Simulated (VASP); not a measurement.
Here is the system:

```
CELL_PARAMETERS angstrom
      1.60136    -2.77364     0.00000
      1.60136     2.77364     0.00000
      0.00000     0.00000     5.11574
ATOMIC_POSITIONS crystal
  Mg 0.33333 0.66667 0.25000
  Mg 0.66667 0.33333 0.75000
```

Method: TPSS meta-GGA, VASP's PBE PAW potentials (set 64) (plane waves; VASP). Run with 520 eV cut-off, 15×15×8 Γ-centred mesh, tetrahedra with Blöchl corrections, potentials Mg.

Task: What does the run give for the energy per atom (σ→0), band gap (over mesh and band path) with the smallest direct gap where there is one?

Result: 
The band gap (over mesh and band path) comes out as none (metal, semimetal or under 0.01 eV) and the energy per atom (σ→0) comes out as -5.325 eV/atom.

The compound is Mg in the hcp structure. It was relaxed first.
